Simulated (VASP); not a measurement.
```
CELL_PARAMETERS angstrom
      4.15961     0.00000     0.00000
      0.00000     4.15961     0.00000
      0.00000     0.00000     4.15961
ATOMIC_POSITIONS crystal
  Ba 0.00000 0.00000 0.00000
  Hf 0.50000 0.50000 0.50000
  O  0.50000 0.00000 0.50000
  O  0.00000 0.50000 0.50000
  O  0.50000 0.50000 0.00000
```

Computed with SCAN meta-GGA, VASP's PBE PAW potentials (set 64) (plane waves; VASP). Numerical set-up: 520 eV cut-off, 6×6×6 Γ-centred mesh, tetrahedra with Blöchl corrections, potentials Ba_sv Hf_pv O.

Unless said otherwise, spin-orbit coupling is left out, though it shifts the bands of the heavy elements here.

### Question
Tabulate the total density of states (states/eV per cell) against energy (eV; zero at the valence-band maximum or, without a gap, the Fermi level).

### Answer

| E (eV) | DOS (states/eV) |
|---|---|
| -9.97 | 0.00 |
| -9.73 | 0.00 |
| -9.37 | 0.00 |
| -9.13 | 0.00 |
| -8.77 | 0.00 |
| -8.53 | 0.00 |
| -8.17 | 0.00 |
| -7.93 | 0.00 |
| -7.57 | 0.00 |
| -7.33 | 0.00 |
| -6.97 | 0.00 |
| -6.73 | 0.00 |
| -6.37 | 0.00 |
| -6.13 | 0.00 |
| -5.77 | 0.00 |
| -5.53 | 0.00 |
| -5.17 | 0.00 |
| -4.93 | 0.00 |
| -4.57 | 0.00 |
| -4.33 | 0.91 |
| -4.09 | 2.36 |
| -3.73 | 2.36 |
| -3.49 | 3.08 |
| -3.13 | 2.62 |
| -2.89 | 3.02 |
| -2.53 | 4.53 |
| -2.29 | 9.41 |
| -1.93 | 4.83 |
| -1.69 | 3.41 |
| -1.33 | 2.32 |
| -1.09 | 1.75 |
| -0.73 | 9.39 |
| -0.49 | 5.44 |
| -0.13 | 1.96 |
| 0.11 | 0.00 |
| 0.47 | 0.00 |
| 0.71 | 0.00 |
| 1.07 | 0.00 |
| 1.31 | 0.00 |
| 1.67 | 0.00 |
| 1.91 | 0.00 |
| 2.15 | 0.00 |
| 2.51 | 0.00 |
| 2.75 | 0.00 |
| 3.11 | 0.00 |
| 3.35 | 0.00 |
| 3.71 | 0.00 |
| 3.95 | 0.00 |
| 4.31 | 0.15 |
| 4.55 | 0.41 |
| 4.91 | 1.19 |
| 5.15 | 1.36 |
| 5.51 | 1.38 |
| 5.75 | 1.62 |
| 6.11 | 2.45 |
| 6.35 | 3.49 |
| 6.71 | 4.82 |
| 6.95 | 3.83 |
| 7.31 | 1.85 |
| 7.55 | 1.29 |
Within 2 eV below the valence-band maximum the largest weight inside VASP's projection spheres is O p.

The compound is BaHfO3 in the cubic perovskite structure. It was relaxed first.
